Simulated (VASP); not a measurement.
Output of a VASP run:

### OSZICAR
```
       N       E                     dE             d eps       ncg     rms          rms(c)
DAV:   1     0.446916927893E+03    0.44692E+03   -0.22701E+04  1000   0.199E+03
DAV:   2     0.130629055423E+02   -0.43385E+03   -0.42555E+03  1209   0.484E+02
DAV:   3    -0.218452139906E+02   -0.34908E+02   -0.34794E+02  1132   0.152E+02
DAV:   4    -0.226454306745E+02   -0.80022E+00   -0.79925E+00  1655   0.215E+01
DAV:   5    -0.226528563724E+02   -0.74257E-02   -0.74236E-02  1240   0.180E+00    0.112E+01
DAV:   6    -0.202923405708E+02    0.23605E+01   -0.87261E+00  1424   0.409E+01    0.672E+00
DAV:   7    -0.203566694917E+02   -0.64329E-01   -0.15493E+00  1044   0.852E+00    0.438E+00
DAV:   8    -0.203719912561E+02   -0.15322E-01   -0.61182E-01  1296   0.159E+01    0.166E+00
DAV:   9    -0.203344659743E+02    0.37525E-01   -0.10011E-01  1549   0.931E+00    0.677E-01
DAV:  10    -0.203303229719E+02    0.41430E-02   -0.95193E-02  1477   0.756E+00    0.317E-01
DAV:  11    -0.203297827808E+02    0.54019E-03   -0.15964E-02  1459   0.177E+00    0.737E-02
DAV:  12    -0.203298772435E+02   -0.94463E-04   -0.71780E-04  1069   0.216E-01    0.745E-02
DAV:  13    -0.203298835791E+02   -0.63355E-05   -0.92702E-05  1343   0.207E-01    0.716E-02
DAV:  14    -0.203299353551E+02   -0.51776E-04   -0.24921E-04  1160   0.533E-01    0.717E-02
DAV:  15    -0.203298785625E+02    0.56793E-04   -0.13181E-04  1159   0.884E-02    0.355E-02
DAV:  16    -0.203298671412E+02    0.11421E-04   -0.23635E-05  1203   0.586E-02    0.214E-02
DAV:  17    -0.203298633010E+02    0.38402E-05   -0.49655E-06  1437   0.312E-02    0.142E-02
DAV:  18    -0.203298608989E+02    0.24021E-05   -0.43698E-06  1294   0.483E-02    0.757E-03
DAV:  19    -0.203298601847E+02    0.71424E-06   -0.69565E-06  1338   0.290E-02    0.121E-03
DAV:  20    -0.203298602879E+02   -0.10319E-06   -0.46045E-07  1044   0.450E-03    0.220E-03
DAV:  21    -0.203298602821E+02    0.57462E-08   -0.17181E-08   531   0.382E-03
   1 F= -.21167178E+02 E0= -.21167178E+02  d E =0.000000E+00
```

OUTCAR:
```
------------------------ aborting loop because EDIFF is reached ----------------------------------------
 Edisp (eV)   -0.83732
  FORCE on cell =-STRESS in cart. coord.  units (eV):
  Direction    XX          YY          ZZ          XY          YZ          ZX
  --------------------------------------------------------------------------------------
  Total       0.12058     0.12058     0.12058     0.00000    -0.00000    -0.00000
  in kB       2.76326     2.76326     2.76326     0.00000    -0.00000    -0.00000
  external pressure =        2.76 kB  Pullay stress =        0.00 kB
  volume of cell :       69.91
      direct lattice vectors                 reciprocal lattice vectors
     4.119589562  0.000000000  0.000000000     0.242742629  0.000000000  0.000000000
     0.000000000  4.119589562  0.000000000     0.000000000  0.242742629  0.000000000
     0.000000000  0.000000000  4.119589562     0.000000000  0.000000000  0.242742629
 POSITION                                       TOTAL-FORCE (eV/Angst)
 -----------------------------------------------------------------------------------
      0.00000      0.00000      0.00000         0.000000      0.000000      0.000000
      2.05979      2.05979      2.05979         0.000000      0.000000      0.000000
      2.05979      0.00000      2.05979         0.000000      0.000000      0.000000
      0.00000      2.05979      2.05979         0.000000      0.000000      0.000000
      2.05979      2.05979      0.00000         0.000000      0.000000      0.000000
 -----------------------------------------------------------------------------------
    total drift:                                0.000000     -0.000000     -0.000000
  FREE ENERGIE OF THE ION-ELECTRON SYSTEM (eV)
  ---------------------------------------------------
  free  energy   TOTEN  =       -21.1671781344 eV

  energy  without entropy=      -21.1671781344  energy(sigma->0) =      -21.16717813

 total charge

# of ion       s       p       d       tot
------------------------------------------
    1        1.953   5.587   0.020   7.561
    2        0.329   0.338   9.932  10.599
    3        1.733   4.355   0.000   6.089
    4        1.733   4.355   0.000   6.089
    5        1.733   4.355   0.000   6.089
--------------------------------------------------
tot          7.482  18.991   9.952  36.426

 Electric field gradients after diagonalization (V/A^2)
 (convention: |V_zz| > |V_xx| > |V_yy|)
----------------------------------------------------------------------
 ion       V_xx      V_yy      V_zz     asymmetry (V_yy - V_xx)/ V_zz
----------------------------------------------------------------------
   1       0.000     0.000    -0.000       0.115
   2       0.000    -0.000    -0.000       0.829
   3     -51.950   -51.950   103.899       0.000
   4     -51.950   -51.950   103.899       0.000
   5     -51.950   -51.950   103.899       0.000
```
(Selected blocks of OUTCAR.)

POSCAR:
```
KZnF3
1
    4.1195895623     0.0000000000     0.0000000000
    0.0000000000     4.1195895623     0.0000000000
    0.0000000000     0.0000000000     4.1195895623
K Zn F
1 1 3
Direct
  0.0000000000   0.0000000000   0.0000000000
  0.5000000000   0.5000000000   0.5000000000
  0.5000000000   0.0000000000   0.5000000000
  0.0000000000   0.5000000000   0.5000000000
  0.5000000000   0.5000000000   0.0000000000
```

Task: Write an INCAR and KPOINTS that could have produced this output.

Result: This is not unique; one that fits is the input of the run itself, PBE GGA with D3 dispersion (zero damping), plane waves, VASP's PBE PAW potentials (set 64).

**INCAR**
```
ALGO = Normal
EDIFF = 1E-7
ENCUT = 520
GGA = PE
ISIF = 2
ISMEAR = -5
IVDW = 11
LASPH = .TRUE.
LCHARG = .TRUE.
LEFG = .TRUE.
LMAXMIX = 4
LORBIT = 11
LREAL = .FALSE.
LWAVE = .FALSE.
NEDOS = 601
NELM = 100
PREC = Accurate
SYSTEM = KZnF3
```

KPOINTS:
```
K-points
0
gamma
6 6 6
```

POTCAR, in this order: K_sv Zn F (PBE.64 set). Program: vasp_std.

The compound is KZnF3 in the cubic perovskite structure. It was relaxed first, which changed the volume by +5 %.
